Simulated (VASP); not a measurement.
# NaCuCl3: structure and properties in VASP, part 2 of 2

What structure does NaCuCl3 take at this level, and what are its properties? The cell is invented: it takes the structure of a Materials Project entry for TlCuCl3 (space group 221 there), with some of its atoms replaced by other elements, volume scaled by an estimate. It may not be a known or stable phase.

VASP 6.6.1, plane waves and PAW; the level of theory is named at each step.

Still holding for the runs below: This run has no spin polarisation, although Cu can carry a moment. Its electron count is odd, so without a moment it is a metal by construction. The k-mesh is coarse for a metal. Oxides and halides of Cu are often magnetic insulators, and a metal at this level, without U or exact exchange, may be an artefact.

So far. Step 5 (Bands along the symmetry lines (PBE + D3)): Of the bands kept, 2 cross the Fermi level on this path. Step 6 (Density of states (PBE + D3)): The finer mesh and the other smearing move the Fermi level by +0.14 eV from the 5×5×5 run, one measure of the sampling error in the zero of the bands above. Of the states within 0.3 eV of the Fermi level, the largest shares in the PAW spheres are Cu d 47 % and Cl p 37 %. The rest lies in smaller channels or between the spheres.

### 9. Band structure (r2SCAN)

This step: r2SCAN, no spin polarisation; plane waves and PAW (Cu, Cl, Na_pv); invented cell (VASP 6.6.1).

Levels along the symmetry lines show where the bands peak and cross; KPOINTS_OPT computes them in the converged potential. r2SCAN adds the kinetic-energy density, costs more than a GGA and is run with LASPH.

INCAR

```
SYSTEM = NaCuCl3
PREC = Accurate
ENCUT = 400
EDIFF = 1E-06
NELM = 100
ISMEAR = -1
SIGMA = 0.05
LREAL = .FALSE.
ALGO = Normal
METAGGA = R2SCAN
LASPH = .TRUE.
NBANDS = 34
LORBIT = 11
LWAVE = .FALSE.
LCHARG = .FALSE.
KPAR = 2
```

POSCAR

```
NaCuCl3
1.0
    4.7355296408      0.0000000000      0.0000000000
    0.0000000000      4.7355296408      0.0000000000
    0.0000000000      0.0000000000      4.7355296408
Cu Cl Na
1 3 1
Direct
    0.5000000000      0.5000000000      0.5000000000
    0.0000000000      0.5000000000      0.5000000000
    0.5000000000      0.0000000000      0.5000000000
    0.5000000000      0.5000000000      0.0000000000
    0.0000000000      0.0000000000      0.0000000000
```

KPOINTS

```
Automatic mesh
0
Gamma
5 5 5
0 0 0
```

KPOINTS_OPT

```
Line mode
16
Line-mode
Reciprocal
  0.00000000   0.00000000   0.00000000 GAMMA
  0.00000000   0.50000000   0.00000000 X

  0.00000000   0.50000000   0.00000000 X
  0.50000000   0.50000000   0.00000000 M

  0.50000000   0.50000000   0.00000000 M
  0.00000000   0.00000000   0.00000000 GAMMA

  0.00000000   0.00000000   0.00000000 GAMMA
  0.50000000   0.50000000   0.50000000 R

  0.50000000   0.50000000   0.50000000 R
  0.00000000   0.50000000   0.00000000 X

  0.50000000   0.50000000   0.00000000 M
  0.50000000   0.50000000   0.50000000 R
```

The projector-augmented-wave data sets are Cu, Cl and Na_pv (PBE family, release 64).

Command:

```console
$ mpirun -np 2 vasp_std
```

Run time: 2 min. Hardware: 2 MPI ranks of AMD EPYC 9R45, shared host; peak memory 0.32 GiB.

The PAW data sets were made with PBE, which is usual practice but a small mismatch for other functionals.

This step gave:

```
SCF cycles              : 15
bands                   : 34
irreducible k-points    : 10
free energy (TOTEN)     : -38.30 eV
energy at zero smearing : -38.29 eV
Fermi energy            : 1.505 eV
pressure                : -0.05357 GPa
```

Electronic bands along the path, in eV, zero at the Fermi level; # counts the bands kept:

| point | #10 | #11 | #12 | #13 | #14 | #15 | #16 | #17 |
| --- | --- | --- | --- | --- | --- | --- | --- | --- |
| Γ | -1.75 | -1.75 | -1.38 | -1.38 | -1.38 | 3.29 | 4.47 | 8.05 |
| 0.47 of the way | -1.58 | -1.58 | -1.33 | -1.33 | -1.09 | 4.19 | 5.31 | 7.94 |
| X | -1.51 | -1.51 | -1.26 | -1.26 | -0.89 | 6.28 | 6.57 | 6.99 |
| 0.47 of the way | -1.58 | -1.36 | -1.26 | -1.15 | 0.07 | 6.78 | 6.79 | 7.65 |
| M | -1.54 | -1.25 | -1.25 | -0.79 | 0.97 | 7.01 | 8.26 | 8.65 |
| 0.47 of the way | -1.56 | -1.39 | -1.39 | -1.30 | -0.12 | 5.26 | 6.26 | 8.47 |
| Γ | -1.75 | -1.75 | -1.38 | -1.38 | -1.38 | 3.29 | 4.47 | 8.05 |
| 0.47 of the way | -1.53 | -1.53 | -1.35 | -0.37 | -0.37 | 5.39 | 6.25 | 7.79 |
| R | -0.77 | -0.77 | -0.77 | 0.98 | 0.98 | 5.01 | 7.46 | 7.46 |
| 0.53 of the way | -1.60 | -1.21 | -1.10 | -0.46 | 0.21 | 6.31 | 7.09 | 7.98 |
| X | -1.51 | -1.51 | -1.26 | -1.26 | -0.89 | 6.28 | 6.57 | 6.99 |
| jump to M | -1.54 | -1.25 | -1.25 | -0.79 | 0.97 | 7.01 | 8.26 | 8.65 |
| 0.47 of the way | -1.16 | -1.16 | -0.78 | -0.32 | 0.97 | 5.78 | 8.09 | 8.09 |
| R | -0.77 | -0.77 | -0.77 | 0.98 | 0.98 | 5.01 | 7.46 | 7.46 |

Of the projections kept (Cu, Cl, Na), the largest for each band there; the rest of the weight can lie on other orbitals:

| point | #10 | #11 | #12 | #13 | #14 | #15 | #16 | #17 |
| --- | --- | --- | --- | --- | --- | --- | --- | --- |
| Γ | Cl 1.00 | Cl 1.00 | Cl 0.98 | Cl 0.98 | Cl 0.98 | Cu 0.89 | Cl 0.48 | Cl 0.99 |
| X | Cl 0.98 | Cl 0.98 | Cu 0.61 | Cu 0.61 | Cu 0.84 | Cu 0.69 | Na 0.47 | Cl 0.56 |
| M | Cu 0.87 | Cu 0.60 | Cu 0.60 | Cl 1.00 | Cu 0.56 | Na 0.60 | Na 1.00 | Cu 0.59 |
| Γ | Cl 1.00 | Cl 1.00 | Cl 0.98 | Cl 0.98 | Cl 0.98 | Cu 0.89 | Cl 0.48 | Cl 0.99 |
| R | Cl 1.00 | Cl 1.00 | Cl 1.00 | Cu 0.55 | Cu 0.55 | Na 1.00 | Cu 0.73 | Cu 0.73 |
| X | Cl 0.98 | Cl 0.98 | Cu 0.61 | Cu 0.61 | Cu 0.84 | Cu 0.69 | Na 0.47 | Cl 0.56 |

There is no gap at this level.

### 10. Self-consistent run (PBE + D3), changed input

This step: PBE with D3, no spin polarisation; plane waves and PAW (Cu, Cl, Na_pv); invented cell (VASP 6.6.1).

A single point gives energy, forces and stress at these settings. Some settings are moved from the usual, to see what they do.

INCAR, as its differences from that of step 9:

```diff
@@ -9,5 +9,5 @@
 ALGO = Normal
-METAGGA = R2SCAN
-LASPH = .TRUE.
-NBANDS = 34
+GGA = PE
+IVDW = 11
+NBANDS = 23
 LORBIT = 11
@@ -16 +16,2 @@
 KPAR = 2
+ISIF = 2
```

POSCAR is that of step 9.

KPOINTS

```
Automatic mesh
0
Monkhorst-Pack
1 1 1
0 0 0
```

Command:

```console
$ mpirun -np 2 vasp_std
```

The job ended after 3.6 s (2 MPI ranks; peak memory 0.3 GiB; 6.1 s of CPU time).

The run converged; its settings lie outside those of the reference runs, so its numbers are set aside.

Against the sound run on this cell (density of states (PBE + D3)) the energy at zero smearing moves by +665.7 meV an atom and the pressure by +5.09 GPa.

Settings moved from the usual: k-mesh = 1×1×1 and NBANDS = 23.

The mesh holds 1 irreducible points against 20.

### 11. What came out

| Quantity | Value |
| --- | --- |
| relaxed volume | 21.24 Å³/atom |
| relaxed conventional cell a, b, c | 4.736, 4.736, 4.736 Å |
| space group after relaxing, within 0.02 Å | Pm-3m (No. 221) |
| band gap | none, a metal |
| DOS at the Fermi level | 1.41 states/eV/cell |
| band gap (r2SCAN) | none, a metal |

**Reading.** With PBE + D3, NaCuCl3 relaxes to 21.24 Å³/atom in space group Pm-3m (held by the symmetry of the run) and comes out as a metal. Not obtained: bands along the symmetry lines (HSE06), because the run did not converge. Bands along the symmetry lines (PBE + D3): Of the bands kept, 2 cross the Fermi level on this path. Band structure (r2SCAN): Of the bands kept, 2 cross the Fermi level on this path. The other levels ran on the cell relaxed with PBE + D3, and without spin-orbit coupling unless named. The k-sampling is coarse for a metal, so the Fermi level, pressures and the shape of the cell carry errors. A metal found without U or exact exchange in such a compound may be an artefact of the functional and of the small cell. Magnetism was not tested. With an odd electron count and no spin the cell is a metal by construction. No search among competing phases was made. All values are for a static lattice at zero temperature.

[Lines on the potential files, build, host, timing and source positions are cut from VASP's logs without a mark.]

[Logs are printed without paths, hosts, clocks, repeated set-up lines and the standing remarks that a program may print on its own settings, such as how far it seeks lower states.]

[Hosts, paths, dates, database ids (printed as entryN), source tags and the programs' standing remarks are cut or masked in the printed files.]

[A measured line is paired with the nearest computed mode of its activity, which favours agreement.]
